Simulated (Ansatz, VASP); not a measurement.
**Sc2C in two plane-wave programs**

One calculation is typed for both programs; each brings its own data sets. How far apart do they land? The cell is taken from a series of runs on this material, whose earlier steps may have relaxed, scaled, displaced or heated it; both programs get it as it stands.

Calculated with Ansatz 0.2.0; plane waves, with VASP 6.6.1 beside it; LDA.

### 1. The starting structure

The cell holds 3 atoms: 1 C and 2 Sc. Its edges and angles: a = 3.238 Å, b = 3.238 Å, c = 28.600 Å, α = 90.0°, β = 90.0°, γ = 120.0°. Vacuum lies along c.

Coordinates:

```cif
data_structure
_symmetry_space_group_name_H-M 'P 1'
_symmetry_Int_Tables_number 1
_cell_length_a 3.2380
_cell_length_b 3.2380
_cell_length_c 28.6000
_cell_angle_alpha 90.000
_cell_angle_beta 90.000
_cell_angle_gamma 120.000
_cell_volume 259.69
loop_
_atom_site_label
_atom_site_type_symbol
_atom_site_fract_x
_atom_site_fract_y
_atom_site_fract_z
_atom_site_occupancy
C1 C 0.00000 0.00000 0.34965 1
Sc2 Sc 0.33333 0.66667 0.39162 1
Sc3 Sc 0.66667 0.33333 0.30768 1
```

### 2. Ansatz: zone-centre phonons, LDA

Ansatz runs on its default PAW (the set named soft_2) files.

Second derivatives magnify differences that forces hide, and they need a tight electronic threshold.

Contents of input.yaml:

```yaml
crystal:
  lattice:
    - [3.2380292148, 0.0, 0.0]
    - [-1.6190146074, 2.8042155582, 0.0]
    - [0.0, 0.0, 28.6]
  atoms:
    - { symbol: C, position: [0.0, 0.0, 0.3496503497] }
    - { symbol: Sc, position: [0.3333333333, 0.6666666667, 0.3916199276] }
    - { symbol: Sc, position: [0.6666666667, 0.3333333333, 0.3076807717] }
  periodic: [true, true, false]
kpoints:
  mp_grid: { grid: [12, 12, 1] }
hamiltonian:
  xc: lda
scf:
  occupations: { method: fermi_dirac, width: 0.1 }
output:
  eigenvalues: true
phonons:
  method: dfpt
```

Run with:

```console
$ ansatz run input.yaml --threads 2 --pin off --max-ram 5120MiB --backend cpu --events-out ev --progress --plain --runs-dir out
```

Numbers of over 12 decimals in the logs are rounded to 6 here.

Log:

```text
Warning: crystal.symmetry: narrowed to the stabiliser of the run's FFT grids — unitary ops 12 → 6. A phonons.method: dfpt run fills in the rows of the dynamical matrix that it does not solve by its symmetry operations, which is exact only for operations that map its FFT grids onto themselves: filled in by any other, the frequencies could depend on the order in which like atoms are typed, or, by more than the grids' own error, on where the crystal sits among the grids' points. Excluded: 6 operations. The run can therefore solve more perturbations, solve them on more k-points, or both, and cost more. [rest of the remark cut]
Engine: ansatz 0.2.0, aarch64-unknown-linux-gnu
Pseudopotentials: kind: paw
Pseudopotential: C, paw, valence charge 4, recommended cutoff 420 eV (normal), C.paw.azcp
Pseudopotential: Sc, paw, valence charge 11, recommended cutoff 420 eV (normal), Sc.paw.azcp
Functional definition: SPW92
  exchange = slater_x
  correlation = pw_c
Crystal: 3 atoms, lattice volume = 259.692 Å³
Basis set: ecut = 420 eV, 5159 PW (Γ), exchange–correlation on 48×48×384 points (8 copies of the dense FFT grid, shifted against one another)
Bands: 17, of which v1, the nominal top of the filled ones, is band 13 counted from 1 (12 counted from 0)
Symmetry: 12 space group operations
k-points: 43 of 144 (irreducible under 2 space group operations, time reversal used)
Non-local potential: C, projectors of the file, l = 0: 2, l = 1: 2, l = 2: 1
Non-local potential: Sc, projectors of the file, l = 0: 3, l = 1: 2, l = 2: 3, l = 3: 1
PAW form: soft (Blöchl's): semilocal exchange-correlation on the pseudo side does not see the compensation charge
PAW frozen core: C, regenerated for the run's functional, and the local potential with it (the file was generated under x = pbe(κ = 0.804, μ = 0.219515), c = pbe(β = 0.066725))
PAW frozen core: Sc, regenerated for the run's functional, and the local potential with it (the file was generated under x = pbe(κ = 0.804, μ = 0.219515), c = pbe(β = 0.066725))
PAW one-centre angular grid: C, 110 points (default); XC on 64 Gauss nodes
PAW one-centre angular grid: Sc, 590 points (default); XC on 64 Gauss nodes
Initial density: superposition of atomic densities (neutral atoms: chi_scale 0, normalization atom), corrected by the library's trained network
Initial wavefunctions: pseudopotential atomic-orbital guess
Functional: x = slater, c = lda
SCF iter   1: F=—  HF=-4421.298072 eV  |F-HF|=—  |Δ(HF+E_count)|=         —  Δρ=4.05e-3  dr2=1.30e-1  ethr=1.77e-3  ⟨swp⟩=8.5  Hψ=4789  notcnv=0
preconditioner: auto → LDOS  [metal: Δε(μ)=0.091 eV  Ē_g=4.840 eV  σ=0.100 eV  W_gap=0.22  n_scr=16 (ndim 8)  ℏωp=7.3 eV  f_vac=0.725  D(μ)=3.47/eV (n_scr^D=14)  β→1.0]
SCF iter   2: F=—  HF=-4421.284227 eV  |F-HF|=—  |Δ(HF+E_count)|=   1.38e-2  Δρ=2.67e-3  dr2=2.39e-2  ethr=5.02e-4  ⟨swp⟩=3.3  Hψ=1697  notcnv=0
SCF iter   3: F=—  HF=-4421.281995 eV  |F-HF|=—  |Δ(HF+E_count)|=   2.23e-3  Δρ=8.04e-4  dr2=2.73e-3  ethr=9.18e-5  ⟨swp⟩=3.1  Hψ=1393  notcnv=0
SCF iter   4: F=—  HF=-4421.281846 eV  |F-HF|=—  |Δ(HF+E_count)|=   1.49e-4  Δρ=1.70e-4  dr2=2.05e-4  ethr=1.05e-5  ⟨swp⟩=2.8  Hψ=1128  notcnv=0
SCF iter   5: F=—  HF=-4421.281894 eV  |F-HF|=—  |Δ(HF+E_count)|=   4.83e-5  Δρ=5.89e-5  dr2=1.02e-5  ethr=7.87e-7  ⟨swp⟩=3.2  Hψ=1470  notcnv=0
SCF iter   6: F=—  HF=-4421.281894 eV  |F-HF|=—  |Δ(HF+E_count)|=   2.51e-8  Δρ=1.49e-5  dr2=6.56e-7  ethr=3.93e-8  ⟨swp⟩=3.2  Hψ=1592  notcnv=0
SCF iter   7: F=—  HF=-4421.281897 eV  |F-HF|=—  |Δ(HF+E_count)|=   2.49e-6  Δρ=5.10e-6  dr2=1.05e-7  ethr=2.52e-9  ⟨swp⟩=3.2  Hψ=1600  notcnv=0
SCF iter   8: F=—  HF=-4421.281897 eV  |F-HF|=—  |Δ(HF+E_count)|=   1.13e-7  Δρ=1.49e-6  dr2=7.52e-9  ethr=4.05e-10  ⟨swp⟩=3.5  Hψ=1478  notcnv=0
SCF iter   9: F=—  HF=-4421.281897 eV  |F-HF|=—  |Δ(HF+E_count)|=   3.00e-8  Δρ=3.00e-7  dr2=2.94e-10  ethr=2.89e-11  ⟨swp⟩=3.0  Hψ=1294  notcnv=0
SCF iter  10: F=-4421.281897 eV  HF=-4421.281897 eV  |F-HF|=3.21e-10  |Δ(HF+E_count)|=   4.24e-9  Δρ=4.93e-8  dr2=5.19e-12  ethr=1.00e-12  ⟨swp⟩=9.4  Hψ=5953  notcnv=0
SCF 1 converged in 10 iterations: F = -4421.281897 eV  dr2 = 5.19e-12
  greatest PAW one-centre occupation: 0.998 electrons in one spin orbital (limit 2), on the Sc atom at site 2 (counted from 0), in its partial waves of l = 0
DFPT response loops at Γ: preconditioner auto → none (partly filled bands, converged f_vac=0.724); β = 0.50; Broyden in place of MSR1
SCF converged after 10 iterations
Free energy (F): -4421.281897 eV
Harris-Foulkes:  -4421.281897 eV  (|F-HF|=3.21e-10)
Internal energy: -4421.167359 eV  (E = F + TS)
E sigma→0 (E₀):  -4421.224628 eV
Entropy (-TS):   -0.114538 eV (-38.179 meV/atom)
Fermi energy:    -4.217242 eV
--- Per-component energies (eV) ---
  E_band       = -668.004041
  E_kinetic    = 614.826530
  E_local      = -40495.856248  (includes V_loc(G=0)·N_el)
  E_nonlocal   = 201.148626
  E_hartree    = 19785.813412
  E_xc         = -255.220784
  E_vxc        = -318.107144  (∫ρ·V_xc dr)
  E_paw        = -1911.538744  (= ΣΔE_a)
  E_vpaw       = -241.642532  (= ΣTr[D̂ρ^β])
  E_aug_tail   = 0.000028  (compensation charges beyond the density's cutoff)
  E_ewald      = 17638.987143
  E_core_change = 0.672678  (= ΣΔE_core)
  E_smearing   = -0.114538  (= −TS)
  E_closure    = -0.000000  (closes the sum)
  Σ components = -4421.281897   (vs F -4421.281897, Δ=0.00e0)
--- Band table (eV; the first three rows and the last of 43) ---
  k-point 0: bands = [... 9 lower, -8.6831, -5.8963, -5.8963, -5.2361, -4.5696, -2.8732, -2.5603, -2.5603]
  k-point 1: bands = [... 9 lower, -8.5373, -6.2091, -5.8750, -5.0059, -4.5292, -2.8491, -2.7534, -2.4636]
  k-point 2: bands = [... 9 lower, -8.1355, -6.7266, -5.8319, -4.7085, -4.3883, -3.3198, -2.6653, -2.2065]
  k-point 42: bands = [... 9 lower, -7.4985, -6.6596, -6.4028, -4.1024, -3.8735, -3.2980, -2.6891, -1.4980]
--- Phonons (Γ-DFPT): 6 representative perturbations + reference, on 43 of 144 k-points (Σ response iterations 29) ---
  ASR residual: 2.008e-4 → 0.000e0 eV/Å²; symmetrization residual: 6.825e-6 eV/Å²
  The last average, over the group as it would stand without the narrowing to the FFT grids, took up to 3.253e-7 eV/Å² of the zone centre's force constants
  ASR residual per site (eV/Å²): 2.13e-5 2.01e-4 2.00e-4
  Γ frequencies (cm⁻¹): 0.00 0.00 0.00 220.93 220.93 303.25 355.85 507.16 507.16
  non-analytic LO–TO correction: not included (Born effective charges unavailable; polar crystals: no LO–TO splitting at Γ)
```

Reading the cycles: dr2 is the Hartree energy of the density residual (eV), the measure of convergence; HF is the Harris–Foulkes estimate of the energy, which meets the free energy F at convergence.

(Part 1 of 2 ends here.)

[Lines on the potential files, build, host, timing and source positions are cut from VASP's logs without a mark.]

[Logs are printed without paths, hosts, clocks, repeated set-up lines and the standing remarks that a program may print on its own settings, such as how far it seeks lower states.]

[Hosts, paths, dates, database ids (printed as entryN), source tags and the programs' standing remarks are cut or masked in the printed files.]
